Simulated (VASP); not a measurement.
SrTiO3:

```
CELL_PARAMETERS angstrom
3.90528 0.00000 0.00000
0.00000 3.90528 0.00000
0.00000 0.00000 3.90528
ATOMIC_POSITIONS crystal
Sr 0.50000 0.50000 0.50000
Ti 0.00000 0.00000 0.00000
O 0.50000 0.00000 0.00000
O 0.00000 0.50000 0.00000
O 0.00000 0.00000 0.50000
```

- Program: VASP 6.6.1
- Task: relaxation of cell and atoms
- Functional: PBE
- Potentials or basis: VASP PAW PBE potentials, release 64 (Sr_sv, Ti_sv, O)
- Cutoff: 600 eV
- k mesh: 8 × 8 × 8
- Occupations: gaussian, width 0.03 eV
- Spin: no spin polarisation

At the start: pressure 4.7 GPa; volume 11.91 Å³/atom.

Q: Where does the relaxation end?

A: Over 3 steps the energy falls by 4.6 meV/atom and the volume is 12.23 Å³/atom (+2.7 %); space group Pm-3m (No. 221, to 0.05 Å).

Step by step:
```csv
step,energy change (eV),largest force (eV/Å),pressure (GPa),volume (Å³)
1,0.0000,0.0000,4.69,59.56
2,-0.0057,0.0000,-3.75,62.62
3,-0.0232,0.0000,-0.02,61.17
```

Final structure:
```
Sr Ti O
1.0
     3.94020    0.00000    0.00000
     0.00000    3.94020    0.00000
     0.00000    0.00000    3.94020
Sr Ti O
1 1 3
Direct
  0.50000 0.50000 0.50000
  0.00000 0.00000 0.00000
  0.50000 0.00000 0.00000
  0.00000 0.50000 0.00000
  0.00000 0.00000 0.50000
```
